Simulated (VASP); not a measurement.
An input for Quantum ESPRESSO's pw.x (written as the equivalent of a VASP run, and not itself run):

```
&CONTROL
  calculation = 'scf'
  pseudo_dir = './pseudo'
  outdir = './out'
  tprnfor = .true.
  tstress = .true.
/
&SYSTEM
  ibrav = 0
  nat = 3
  ntyp = 1
  ecutwfc = 86
  occupations = 'smearing'
  smearing = 'gaussian'
  degauss = 0.003675
  input_dft = 'pbe'
/
&ELECTRONS
  conv_thr = 7.3e-08
  electron_maxstep = 100
/
ATOMIC_SPECIES
  Se 78.971 Se.upf
CELL_PARAMETERS angstrom
     2.2020640   -3.7554740    0.0000000
     2.2020640    3.7554740    0.0000000
     0.0000000    0.0000000    4.9328050
ATOMIC_POSITIONS crystal
  Se   0.0000000  0.2250000  0.6666670
  Se   0.7750000  0.7750000  0.0000000
  Se   0.2328360  0.0078360  0.3333330
K_POINTS automatic
  5 5 4 0 0 0
```

Task: Translate this input to VASP (INCAR, KPOINTS, POSCAR, choice of POTCAR).

Result: Several could match; the one computed here: 
### INCAR
```
# general
SYSTEM =Se
PREC   =Accurate
ENCUT  =400
LREAL  =.False.
LASPH  =.True.

# electronic loop
EDIFF  =1E-6
NELM   =100
ALGO   =Normal
LMAXMIX=4

# smearing
ISMEAR =0
SIGMA  =0.05

# functional
GGA    =PE

# ions
ISIF   =2

# output
LWAVE  =.False.
LCHARG =.False.
```

KPOINTS:
```
Regular mesh
0
G
  5 5 4
```

POSCAR:
```
Se
4.9328050
  0.4464121327  -0.7613262637   0.0000000000
  0.4464121327   0.7613262637   0.0000000000
  0.0000000000   0.0000000000   1.0000000000
Se
3
Cartesian
  0.1004427298   0.1712984093   0.6666670000
  0.6919388056  -0.0000000000   0.0000000000
  0.1074389008  -0.1712984093   0.3333330000
```

POTCAR, in this order: Se (PBE.64 set). Program: vasp_std.

What does not carry over: the potentials are each code's own (VASP's PAW set, PseudoDojo norm-conserving files in pw.x), so ENCUT and ecutwfc are chosen apart and not converted; conv_thr bounds pw.x's estimated SCF error, while EDIFF bounds the energy change between steps.

The compound is Se in the trig structure. The cell was not relaxed at this level, atoms are displaced from their ideal sites.
